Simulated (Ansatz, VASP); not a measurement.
## GeBW (GeBW in the AlB2 type): VASP beside Ansatz

Aim: how closely do two programs agree when they are given the same cell, functional and k mesh? The cell is generated by rule, not measured, and may not be a known phase. The cell is taken from a series of runs on this material, whose earlier steps may have relaxed, scaled, displaced or heated it; both programs get it as it stands.

Calculated with Ansatz 0.2.0; plane waves, with VASP 6.6.1 beside it; relaxation of cell and atoms at PBE and zone-centre phonons at PBE.

The structure was built from a prototype and need not be the compound's stable phase.

## Step 1: The starting structure

Symmetry: P-6m2, No. 187, hexagonal system. The conventional cell has a = 4.106 Å, b = 4.106 Å, c = 2.622 Å, α = 90.00°, β = 90.00°, γ = 120.00°. Nearest to W lie 2 W at 2.62 Å and 6 B at 2.71 Å and 6 Ge at 2.71 Å. Nearest to B lie 3 Ge at 2.37 Å and 2 B at 2.62 Å and 6 W at 2.71 Å. Ge has 3 B at 2.37 Å and 2 Ge at 2.62 Å and 6 W at 2.71 Å nearest. Farther neighbours are not listed.

Structure file:

```cif
data_structure
_symmetry_space_group_name_H-M 'P-6m2'
_symmetry_Int_Tables_number 187
_cell_length_a 4.1059
_cell_length_b 4.1059
_cell_length_c 2.6216
_cell_angle_alpha 90.000
_cell_angle_beta 90.000
_cell_angle_gamma 120.000
_cell_volume 38.27
loop_
_atom_site_label
_atom_site_type_symbol
_atom_site_symmetry_multiplicity
_atom_site_Wyckoff_symbol
_atom_site_fract_x
_atom_site_fract_y
_atom_site_fract_z
_atom_site_occupancy
W1 W 1 a 0.00000 0.00000 0.00000 1
B1 B 1 d 0.33333 0.66667 0.50000 1
Ge1 Ge 1 f 0.66667 0.33333 0.50000 1
```

## Step 2: Ansatz: relaxation of cell and atoms, PBE, pair 1

Ansatz runs on its PAW soft_1 files.

The relaxed volume is the usual yardstick between codes: in a stiff, nearly cubic crystal its relative difference is about their pressure difference at one cell divided by the bulk modulus.

Input file input.yaml:

```yaml
crystal:
  lattice:
    - [4.1058533843, 0.0, 0.0]
    - [-2.0529266922, 3.555773335, 0.0]
    - [0.0, 0.0, 2.62154988]
  atoms:
    - { symbol: W, position: [0.0, 0.0, 0.0] }
    - { symbol: B, position: [0.3333333333, 0.6666666667, 0.5] }
    - { symbol: Ge, position: [0.6666666667, 0.3333333333, 0.5] }
kpoints:
  mp_grid: { grid: [9, 9, 12] }
hamiltonian:
  xc: pbe
  pseudopotentials: { kind: paw, azcp: { folder: soft_1 } }
scf:
  occupations: { method: gaussian, width: 0.1 }
output:
  forces: true
  stress: true
  eigenvalues: true
relax:
  adjacent_minimum: "off"
  f_tol: 0.005
  max_steps: 80
  cell: { stress_tol: 0.05 }
```

Run with:

```sh
> ansatz run input.yaml --threads 4 --pin off --max-ram 12288MiB --backend cpu --events-out ev --progress --plain --runs-dir out
```

Numbers of over 12 decimals in the logs are rounded to 6 here.

What it wrote:

```text
Engine: ansatz 0.2.0, aarch64-unknown-linux-gnu
Pseudopotentials: kind: paw
Pseudopotential: W, paw, valence charge 14, recommended cutoff 420 eV (normal), soft_1/W.paw.azcp
Pseudopotential: B, paw, valence charge 3, recommended cutoff 420 eV (normal), soft_1/B.paw.azcp
Pseudopotential: Ge, paw, valence charge 14, recommended cutoff 420 eV (normal), soft_1/Ge.paw.azcp
Functional definition: PBE
  parameter kappa = 0.804
  parameter beta = 0.066725
  exchange = pbe_x(kappa = kappa, mu = beta*pi^2/3)
  correlation = pbe_c(beta = beta)
Crystal: 3 atoms, lattice volume = 38.273 Å³
Basis set: ecut = 420 eV, 717 PW (Γ), exchange–correlation on 60×60×36 points (8 copies of the dense FFT grid, shifted against one another)
Bands: 20, of which v1, the nominal top of the filled ones, is band 16 counted from 1 (15 counted from 0)
Symmetry: 12 space group operations
Space group: P-6m2 (ITA 187), of the structure as read, at distance tolerance 3.4e-5 Å
k-points: 84 of 972 (time reversal used)
Non-local potential: W, projectors of the file, l = 0: 3, l = 1: 2, l = 2: 2, l = 3: 1
Non-local potential: B, projectors of the file, l = 0: 2, l = 1: 2, l = 2: 1
Non-local potential: Ge, projectors of the file, l = 0: 2, l = 1: 2, l = 2: 3, l = 3: 1
PAW form: soft (Blöchl's): semilocal exchange-correlation on the pseudo side does not see the compensation charge
PAW one-centre angular grid: W, 590 points (default); XC on 64 Gauss nodes
PAW one-centre angular grid: B, 110 points (default); XC on 64 Gauss nodes
PAW one-centre angular grid: Ge, 590 points (default); XC on 64 Gauss nodes
Initial density: superposition of atomic densities (chi_scale 0.1, normalization cell, long waves kept (reshape's long-wave potential 0.00 eV rms))
Initial wavefunctions: pseudopotential atomic-orbital guess
Functional: x = pbe(κ = 0.804, μ = 0.219515), c = pbe(β = 0.066725)
SCF iter   1: F=—  HF=-14834.234382 eV  |F-HF|=—  |Δ(HF+E_count)|=         —  Δρ=6.34e-2  dr2=2.19e0  ethr=3.10e-3  ⟨swp⟩=5.0  Hψ=6648  notcnv=0
preconditioner: auto → none  [metal: Δε(μ)=0.021 eV  Ē_g=16.654 eV  σ=0.100 eV  W_gap=0.12  n_scr=8 (ndim 8)  ℏωp=28.8 eV  f_vac=0.000  D(μ)=0.88/eV (n_scr^D=6)  sad-step TF]
SCF iter   2: F=—  HF=-14833.983647 eV  |F-HF|=—  |Δ(HF+E_count)|=   2.51e-1  Δρ=4.16e-2  dr2=1.06e0  ethr=3.10e-3  ⟨swp⟩=2.0  Hψ=2656  notcnv=0  defer=11
SCF iter   3: F=—  HF=-14833.768564 eV  |F-HF|=—  |Δ(HF+E_count)|=   2.15e-1  Δρ=3.15e-3  dr2=2.81e-3  ethr=3.10e-3  ⟨swp⟩=2.1  Hψ=2413  notcnv=0  defer=11
SCF iter   4: F=—  HF=-14833.768769 eV  |F-HF|=—  |Δ(HF+E_count)|=   2.05e-4  Δρ=1.91e-3  dr2=9.22e-4  ethr=9.06e-6  ⟨swp⟩=2.0  Hψ=3414  notcnv=0  defer=18
SCF iter   5: F=—  HF=-14833.768091 eV  |F-HF|=—  |Δ(HF+E_count)|=   6.78e-4  Δρ=4.07e-4  dr2=5.02e-5  ethr=2.97e-6  ⟨swp⟩=2.0  Hψ=2624  notcnv=0  defer=18
SCF iter   6: F=—  HF=-14833.768108 eV  |F-HF|=—  |Δ(HF+E_count)|=   1.71e-5  Δρ=9.99e-5  dr2=2.49e-6  ethr=1.62e-7  ⟨swp⟩=2.0  Hψ=2628  notcnv=0  defer=18
SCF iter   7: F=-14833.768108 eV  HF=-14833.768108 eV  |F-HF|=1.20e-8  |Δ(HF+E_count)|=   3.43e-7  Δρ=1.56e-5  dr2=3.55e-8  ethr=3.23e-10  ⟨swp⟩=4.2  Hψ=7417  notcnv=0
SCF 1 converged in 7 iterations: F = -14833.768108 eV  dr2 = 3.55e-8
  greatest PAW one-centre occupation: 0.999 electrons in one spin orbital (limit 2), on the W atom at site 0 (counted from 0), in its partial waves of l = 0
relax step   1: F+E_penalty+E_count = -14833.76810848 eV  Δ(F+E_penalty+E_count) = +0.000e0 eV  max|allowed force component| = 4.009e-17 eV/Å  Δτ_max = 0.0000 Å  P = +1.028 GPa  Ω = 38.273 Å³  (7 SCF iters, dr2 threshold 1.00e-7 eV, accepted)
[...]
relax step   3: F+E_penalty+E_count = -14833.77017990 eV  Δ(F+E_penalty+E_count) = -5.658e-5 eV  max|allowed force component| = 1.712e-16 eV/Å  Δτ_max = 0.0000 Å  P = +0.106 GPa  Ω = 38.513 Å³  energy of the carried Pulay correction = -1.458e-4 eV  (6 SCF iters, dr2 threshold 1.79e-7 eV, accepted)
[...]
relax step   4: F+E_penalty+E_count = -14833.77017964 eV  Δ(F+E_penalty+E_count) = +2.545e-7 eV  max|allowed force component| = 1.249e-16 eV/Å  Δτ_max = 0.0000 Å  P = +0.000 GPa  Ω = 38.530 Å³  energy of the carried Pulay correction = -1.576e-4 eV  (6 SCF iters, dr2 threshold 1.14e-7 eV, accepted)
[...]
relax step   5: F+E_penalty+E_count = -14833.77035656 eV  Δ(F+E_penalty+E_count) = -1.769e-4 eV  max|allowed force component| = 1.449e-16 eV/Å  Δτ_max = 0.0000 Å  P = +0.003 GPa  Ω = 38.530 Å³  stress off target by 5.94e-3 GPa  SCF on the basis re-selected at this cell (its energy is not comparable with the rows above)  (8 SCF iters)
basis re-selected at this cell: Δ(F+E_penalty+E_count) = -1.769e-4 eV, ΔP = +0.003 GPa vs the last step (what re-selecting the basis moved, of the pressure what is left beyond the Pulay correction that the steps carried, after the strain that the cell walked since its last selection, with what the two solves' SCF thresholds leave and, on support functions, any second-order correction that the steps lacked; it is no m [...]
SCF converged after 8 iterations
Free energy (F): -14833.770357 eV
Harris-Foulkes:  -14833.770357 eV  (|F-HF|=7.28e-12)
Internal energy: -14833.764178 eV  (E = F + TS)
E sigma→0 (E₀):  -14833.767267 eV
Entropy (-TS):   -0.006179 eV (-2.060 meV/atom)
Fermi energy:    17.203939 eV
--- Per-component energies (eV) ---
  E_band       = -163.436204
  E_kinetic    = 560.534814
  E_local      = -2590.466659  (includes V_loc(G=0)·N_el)
  E_nonlocal   = 203.953768
  E_hartree    = 1227.802727
  E_xc         = -371.149101
  E_vxc        = -334.031226  (∫ρ·V_xc dr)
  E_paw        = -10670.871668  (= ΣΔE_a)
  E_vpaw       = -459.032518  (= ΣTr[D̂ρ^β])
  E_aug_tail   = 0.000164  (compensation charges beyond the density's cutoff)
  E_ewald      = -3193.568222
  E_smearing   = -0.006179  (= −TS)
  E_closure    = -0.000000  (closes the sum)
  Σ components = -14833.770357   (vs F -14833.770357, Δ=0.00e0)
--- Forces (eV/Å), atoms counted from 1 ---
  atom   1  W      0.00000000     0.00000000     0.00000000
  atom   2  B     -0.00000000    -0.00000000    -0.00000000
  atom   3  Ge     0.00000000     0.00000000     0.00000000
  max |Σ_I F_I| component: 1.20e-16 eV/Å
--- Stress (GPa, compression-positive) ---
        0.005940      -0.000000       0.000000
        0.000000       0.005940      -0.000000
        0.000000      -0.000000      -0.003331
  P = ⅓ Tr σ = 0.0028 GPa (0.028 kbar)
--- Band table (eV; the first three rows and the last of 84) ---
  k-point 0: bands = [... 12 lower, 12.5495, 13.2493, 17.3302, 17.3302, 19.5875, 19.5875, 21.4840, 21.9124]
  k-point 1: bands = [... 12 lower, 12.8743, 13.3912, 16.7277, 16.7277, 20.0825, 20.0825, 20.4588, 21.8153]
  k-point 2: bands = [... 12 lower, 13.5361, 13.9309, 15.6280, 15.6280, 18.6726, 20.6331, 20.6331, 21.7889]
  k-point 83: bands = [... 12 lower, 13.0571, 13.6133, 16.4710, 17.3787, 17.4805, 18.5157, 18.9648, 22.0396]
--- Relaxed structure (4 steps of the walk, 4 accepted, 1 SCFs on fresh bases) ---
  F+E_penalty+E_count = -14833.77035656 eV   max|allowed force component| = 1.449e-16 eV/Å   (the final SCF, on the basis selected at the relaxed cell)
  cell:  # Å, volume = 38.5303 Å³
    - [4.126436, 2.901209923807003e-11, 0]
    - [-2.063218, 3.573598, -1.1257475999253436e-19]
    - [0, 0, 2.612894]
  atoms:
    - { symbol: W, position: [0, 0, 0] }
    - { symbol: B, position: [0.333333, 0.666667, 0.500000] }
    - { symbol: Ge, position: [0.666667, 0.333333, 0.500000] }
```

The column dr2 measures how far the density is from self-consistency, as an energy; F and HF (Harris–Foulkes) agree once it is small.

## Step 3: VASP: relaxation of cell and atoms, PBE, pair 1

The same cell, functional, mesh and smearing now go to VASP, with its own data sets.

Lines of VASP's logs that name or quote its potential files are left out, and so is its time.

Input file INCAR:

```
SYSTEM = GeBW
PREC = Accurate
ENCUT = 600
EDIFF = 1E-07
NELM = 120
ISMEAR = 0
SIGMA = 0.1
LREAL = .FALSE.
ALGO = Normal
GGA = PE
NBANDS = 17
LASPH = .TRUE.
LORBIT = 11
LWAVE = .FALSE.
LCHARG = .FALSE.
ISIF = 3
IBRION = 2
NSW = 80
EDIFFG = -0.005
GGA_COMPAT = .FALSE.
NELMIN = 4
KPAR = 2
```

Input file POSCAR:

```
GeBW
1.0
    4.1058530000      0.0000000000      0.0000000000
   -2.0529270000      3.5557730000      0.0000000000
    0.0000000000      0.0000000000      2.6215500000
W B Ge
1 1 1
Direct
    0.0000000000      0.0000000000      0.0000000000
    0.3333335083      0.6666668542      0.5000000000
    0.6666668759      0.3333334271      0.5000000000
```

Input file KPOINTS:

```
Automatic mesh
0
Gamma
9 9 12
0 0 0
```

Potentials, in the order of the species: W, B and Ge_d (PBE family, release 64).

Run with:

```sh
> mpirun -np 2 vasp_std
```

What it wrote:

```text
[banner, memory and clock lines left out]
running    2 mpi-ranks, on    1 nodes
 distrk:  each k-point on    1 cores,    2 groups
 distr:  one band on    1 cores,    1 groups

 POSCAR found type information on POSCAR W B Ge
 POSCAR found :  3 types and       3 ions
 LDA part: xc-table for (Slater+PW92), standard interpolation
 POSCAR, INCAR and KPOINTS ok, starting setup
 FFT: planning ... GRIDC
 FFT: planning ... GRID_SOFT
 FFT: planning ... GRID
 WAVECAR not read
 entering main loop
       N       E                     dE             d eps       ncg     rms          rms(c)
DAV:   1     0.140098499401E+03    0.14010E+03   -0.12180E+04  3090   0.325E+03
DAV:   2    -0.363949361587E+01   -0.14374E+03   -0.14015E+03  3050   0.567E+02
DAV:   3    -0.217699180519E+02   -0.18130E+02   -0.17708E+02  3648   0.125E+02
DAV:   4    -0.223473722468E+02   -0.57745E+00   -0.56394E+00  3506   0.227E+01
DAV:   5    -0.223543957225E+02   -0.70235E-02   -0.70168E-02  3649   0.295E+00    0.208E+01
DAV:   6    -0.213880273758E+02    0.96637E+00   -0.77356E+00  3750   0.106E+01    0.758E+00
DAV:   7    -0.212330826295E+02    0.15494E+00   -0.10554E+00  3840   0.722E+00    0.637E+00
DAV:   8    -0.211909842888E+02    0.42098E-01   -0.12221E-01  3438   0.240E+00    0.531E-01
DAV:   9    -0.211894547429E+02    0.15295E-02   -0.76256E-03  3758   0.985E-01    0.156E-01
DAV:  10    -0.211893665911E+02    0.88152E-04   -0.97912E-04  3650   0.363E-01    0.465E-02
DAV:  11    -0.211893623726E+02    0.42185E-05   -0.12782E-04  3696   0.879E-02    0.196E-02
DAV:  12    -0.211893620875E+02    0.28506E-06   -0.13677E-05  3627   0.202E-02    0.492E-03
DAV:  13    -0.211893622049E+02   -0.11732E-06   -0.10643E-06  3588   0.654E-03    0.278E-03
DAV:  14    -0.211893621799E+02    0.24927E-07   -0.61410E-08  1581   0.232E-03
   1 F= -.21189362E+02 E0= -.21186238E+02  d E =-.211894E+02
[...]
2 F= -.21192001E+02 E0= -.21189052E+02  d E =-.263844E-02
[...]
3 F= -.21192018E+02 E0= -.21189050E+02  d E =-.265558E-02
[...]
4 F= -.21191997E+02 E0= -.21189025E+02  d E =0.206169E-04
 trial-energy change:    0.000021  1 .order    0.000000   -0.000134    0.000134
 step:   0.3848(harm=  0.4919)  dis= 0.00000  next Energy=   -21.192043 (dE=-0.249E-04)
 bond charge predicted
       N       E                     dE             d eps       ncg     rms          rms(c)
DAV:   1    -0.211924208660E+02   -0.42367E-03   -0.61079E-03  3632   0.159E+00    0.138E-01
DAV:   2    -0.211921406770E+02    0.28019E-03   -0.47186E-04  3679   0.463E-01    0.705E-02
DAV:   3    -0.211920547301E+02    0.85947E-04   -0.12249E-04  3508   0.224E-01    0.225E-02
DAV:   4    -0.211920467939E+02    0.79362E-05   -0.14368E-05  3095   0.298E-02    0.101E-02
DAV:   5    -0.211920460730E+02    0.72090E-06   -0.11720E-06  3629   0.196E-02    0.648E-03
DAV:   6    -0.211920461215E+02   -0.48504E-07   -0.75702E-07  3545   0.124E-02
   5 F= -.21192046E+02 E0= -.21189077E+02  d E =-.283645E-04
 curvature:  -0.24 expect dE=-0.106E-06 dE for cont linesearch -0.105E-06
 trial: gam=-0.05363 g(F)=  0.251E-40 g(S)=  0.441E-06 ort = 0.779E-05 (trialstep = 0.865E+00)
 search vector abs. value=  0.623E-08
 reached required accuracy - stopping structural energy minimisation
```

Parts of OUTCAR (step 3):

```text
ion  position               nearest neighbor table
   1  0.000  0.000  0.000-   2 2.71   2 2.71   3 2.71   3 2.71   3 2.71   3 2.71   2 2.71   2 2.71
                             3 2.71   3 2.71   2 2.71   2 2.71
   2  0.333  0.667  0.500-   3 2.37   3 2.37   3 2.37   1 2.71   1 2.71   1 2.71   1 2.71   1 2.71
                             1 2.71
   3  0.667  0.333  0.500-   2 2.37   2 2.37   2 2.37   1 2.71   1 2.71   1 2.71   1 2.71   1 2.71
                             1 2.71

  LATTYP: Found a hexagonal cell.
 ALAT       =     4.1058530000
 C/A-ratio  =     0.6384909543

 Subroutine GETGRP returns: Found 12 space group operations
 (whereof 12 operations were pure point group operations)

The static configuration has the point symmetry D_3h.

 Found     84 irreducible k-points:

   k-points           NKPTS =     84   k-points in BZ     NKDIM =     84   number of bands    NBANDS=     17

   dimension x,y,z NGX =    36 NGY =   36 NGZ =   24
   dimension x,y,z NGXF=    72 NGYF=   72 NGZF=   48

   ENCUT  =  600.0 eV  44.10 Ry    6.64 a.u.   8.20  8.20  5.24*2*pi/ulx,y,z

   NELECT =      23.0000    total number of electrons

 k-points in reciprocal lattice and weights: Automatic mesh
   0.00000000  0.00000000  0.00000000       0.001
   0.11111111  0.00000000  0.00000000       0.006
   0.22222222  0.00000000  0.00000000       0.006
   0.33333333  0.00000000  0.00000000       0.006
   0.44444444  0.00000000  0.00000000       0.006
   0.11111111  0.11111111  0.00000000       0.006
   0.22222222  0.11111111  0.00000000       0.012
   0.33333333  0.11111111  0.00000000       0.012
   0.44444444  0.11111111  0.00000000       0.006
[...]
0.33333333  0.22222222  0.50000000       0.012
   0.33333333  0.33333333  0.50000000       0.002

 average (electrostatic) potential at core
       1 -37.3918       2 -25.7317       3 -71.1989

 E-fermi :   8.5596

 k-point     1 :       0.0000    0.0000    0.0000
  band No.  band energies     occupation
    ...
      6      -5.6076      2.00000
      7       2.5839      2.00000
      8       2.5839      2.00000
      9       3.8638      2.00000
     10       4.5935      2.00000
     11       8.6750      0.10267
     12       8.6750      0.10265
     13      10.9524      0.00000
     14      10.9524      0.00000
     15      12.9270      0.00000
    ...

 k-point     2 :       0.1111    0.0000    0.0000
  band No.  band energies     occupation
    ...
      8       2.6678      2.00000
      9       3.8500      2.00000
     10       5.5356      2.00000
     11       8.1202      2.00000
     12       8.4399      1.90941
     13      10.7315      0.00000
     14      10.9418      0.00000
     15      13.2643      0.00000
     16      13.4840      0.00000
     17      13.5806      0.00000

 k-point     3 :       0.2222    0.0000    0.0000
  band No.  band energies     occupation
    ...
      8       2.9004      2.00000
      9       3.6177      2.00000
     10       6.7004      2.00000
     11       7.7529      2.00000
     12       7.8874      2.00000
     13      10.3474      0.00000
     14      10.9152      0.00000
     15      13.6262      0.00000
     16      13.9274      0.00000
     17      14.3910      0.00000

  Total        0.0029374      0.0029374      0.0031916     -0.0000000      0.0000000      0.0000000
  in kB        0.1226931      0.1226931      0.1333088     -0.0000000      0.0000000      0.0000000
  external PRESSURE =       0.1262317 kB  Pullay stress =       0.0000000 kB

  energy-cutoff  :      600.00
  volume of cell :       38.36
      direct lattice vectors                 reciprocal lattice vectors
     4.123827360 -0.000000003 -0.000000000     0.242493178  0.140003536 -0.000000000
    -2.061914184  3.571339253  0.000000000     0.000000000  0.280007003 -0.000000000
     0.000000000  0.000000000  2.604514263     0.000000000  0.000000000  0.383948752

 POSITION                                       TOTAL-FORCE (eV/Angst)
 -----------------------------------------------------------------------------------
     -0.00000      0.00000      0.00000        -0.000000     -0.000000      0.000000
     -0.00000      2.38089      1.30226        -0.000000     -0.000000     -0.000000
      2.06191      1.19045      1.30226         0.000000      0.000000     -0.000000
 -----------------------------------------------------------------------------------
    total drift:                               -0.000357     -0.000167     -0.000000

  FREE ENERGIE OF THE ION-ELECTRON SYSTEM (eV)
  ---------------------------------------------------
  free  energy   TOTEN  =       -21.1920461215 eV

  energy  without entropy=      -21.1861076300  energy(sigma->0) =      -21.18907688

 reached required accuracy - stopping structural energy minimisation

 total charge
# of ion       s       p       d       tot
------------------------------------------
    1        0.579   0.561   4.298   5.438
    2        0.682   0.854   0.000   1.536
    3        1.106   1.275  10.165  12.547
--------------------------------------------------
tot          2.367   2.690  14.464  19.521

[... 3 further parts left out ...]
```

CONTCAR:

```
GeBW
   1.00000000000000
     4.1238273597017630   -0.0000000025297243   -0.0000000000000000
    -2.0619141842305573    3.5713392533543789    0.0000000000000000
     0.0000000000000000    0.0000000000000000    2.6045142629140479
  W               B               Ge
     1     1     1
Direct
     0.0000000000000000    0.0000000000000000    0.0000000000000000
     0.3333335083000009    0.6666668542000025    0.5000000000000000
     0.6666668758999990    0.3333334271000012    0.5000000000000000
```

This run has no spin polarisation. Its electron count is odd, so without a moment it is a metal by construction.

## Step 4: Differences

Known differences besides the potentials themselves: the data sets hold 31 valence electrons in Ansatz (on its PAW soft_1 files) and 23 in VASP; the cutoff is 420 eV in Ansatz and 600 eV in VASP; Ansatz adds a Pulay correction to the stress that steers its cell, VASP none. Total energies have different zeros and are not compared.

Both answers:

```csv
quantity,Ansatz,VASP,difference
volume (Å³),38.53,38.36,+0.45 %
"edge a after relaxation, in the typed setting (Å)",4.126,4.124,+0.06 %
"edge c after relaxation, in the typed setting (Å)",2.613,2.604,+0.32 %
```

(Continued in part 2 of 2.)

[Lines on the potential files, build, host, timing and source positions are cut from VASP's logs without a mark.]

[Logs are printed without paths, hosts, clocks, repeated set-up lines and the standing remarks that a program may print on its own settings, such as how far it seeks lower states.]

[Hosts, paths, dates, database ids (printed as entryN), source tags and the programs' standing remarks are cut or masked in the printed files.]
